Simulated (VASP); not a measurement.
An input for Quantum ESPRESSO's pw.x (written as the equivalent of a VASP run, and not itself run):

```
&CONTROL
  calculation = 'scf'
  pseudo_dir = './pseudo'
  outdir = './out'
  tprnfor = .true.
  tstress = .true.
/
&SYSTEM
  ibrav = 0
  nat = 3
  ntyp = 2
  ecutwfc = 84
  occupations = 'smearing'
  smearing = 'gaussian'
  degauss = 0.00735
  input_dft = 'pbe'
/
&ELECTRONS
  conv_thr = 7.3e-08
  electron_maxstep = 100
/
ATOMIC_SPECIES
  Pt 195.084 Pt.upf
  Te 127.600 Te.upf
CELL_PARAMETERS angstrom
     3.9882800    0.0000000    0.0000000
    -1.9941400    3.4539520    0.0000000
     0.0000000    0.0000000   17.2632730
ATOMIC_POSITIONS crystal
  Pt   0.0000000  0.0000000  0.5000000
  Te   0.3333330  0.6666670  0.5945150
  Te   0.6666670  0.3333330  0.4054850
K_POINTS automatic
  5 5 1 0 0 0
```

Translate this input to VASP (INCAR, KPOINTS, POSCAR, choice of POTCAR).

This is not unique; one that fits is 
### KPOINTS
```
kpoints
0
Gamma
 5 5 1
```

**POSCAR**
```
Te2Pt
1
    3.9882800000     0.0000000000     0.0000000000
   -1.9941400000     3.4539520000     0.0000000000
    0.0000000000     0.0000000000    17.2632730000
Pt Te
1 2
Direct
  0.0000000000   0.0000000000   0.5000000000
  0.3333330000   0.6666670000   0.5945150000
  0.6666670000   0.3333330000   0.4054850000
```

**INCAR**
```
ALGO = Normal
EDIFF = 1E-6
ENCUT = 300
GGA = PE
ISIF = 2
ISMEAR = 0
LASPH = .True.
LCHARG = .False.
LMAXMIX = 6
LREAL = .False.
LWAVE = .False.
NELM = 100
PREC = Accurate
SIGMA = 0.1
SYSTEM = Te2Pt
```

POTCAR, in this order: Pt Te (PBE.64 set). Program: vasp_std.

What does not carry over: the potentials are each code's own (VASP's PAW set, PseudoDojo norm-conserving files in pw.x), so ENCUT and ecutwfc are chosen apart and not converted; conv_thr bounds pw.x's estimated SCF error, while EDIFF bounds the energy change between steps.

The cell is a sheet with vacuum, built from a generated structure.
